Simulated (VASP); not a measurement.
Input of a VASP 6.6.1 run:

Contents of INCAR:

```
SYSTEM = ZnCd3Se3S
ALGO = Normal ; EDIFF = 1E-6
ENCUT = 520 ; ISIF = 2
ISMEAR = 0 ; KPAR = 2
LASPH = .True. ; LCHARG = .False.
LMIXTAU = .True. ; LREAL = .False.
LWAVE = .False. ; METAGGA = R2SCAN
NBANDS = 46 ; NELM = 150
PREC = Accurate ; SIGMA = 0.1
```

The input KPOINTS:

```
k-points
0
Gamma
  8 8 2
  0 0 0
```

POSCAR

```
ZnCd3Se3S
1.0
    4.2458210000      0.0000000000      0.0000000000
   -2.1229100000      3.6769890000      0.0000000000
    0.0000000000      0.0000000000     14.0428500000
Zn Cd Se S
1 3 3 1
Direct
    0.0000000000      0.0000000000      0.9936640000
    0.6666670000      0.3333330000      0.5037500000
    0.3333330000      0.6666670000      0.7662730000
    0.3333330000      0.6666670000      0.2414320000
    0.6666670000      0.3333330000      0.6939580000
    0.0000000000      0.0000000000      0.1702720000
    0.3333330000      0.6666670000      0.4315260000
    0.3333330000      0.6666670000      0.9491280000
```

Potentials or basis: VASP PAW PBE potentials, release 64 (Zn, Cd, Se, S).

Launch:

```bash
$ cat potpaw_PBE.64/Zn/POTCAR potpaw_PBE.64/Cd/POTCAR potpaw_PBE.64/Se/POTCAR potpaw_PBE.64/S/POTCAR > POTCAR
$ mpirun -np 2 vasp_std > vasp.out
```

Task: Predict the band gap on the k mesh.

Result: 0.95 eV, direct.

Task: What does it give for the largest force?

Result: 0.080 eV/Å.

Task: What does it give for the pressure?

Result: -1.8 GPa.

Forces in eV/Å, atoms in the order of the input:
```
Zn   0.000  0.000  0.080
Cd   0.000  0.000 -0.011
Cd   0.000  0.000 -0.021
Cd   0.000  0.000 -0.018
Se   0.000  0.000  0.010
Se   0.000  0.000 -0.044
Se   0.000  0.000  0.016
S    0.000  0.000 -0.011
```

Caveat: the PAW data sets were made with another functional, which shifts forces and pressure a little. r2SCAN opens gaps a little over a GGA but as a rule still falls short of measured ones.
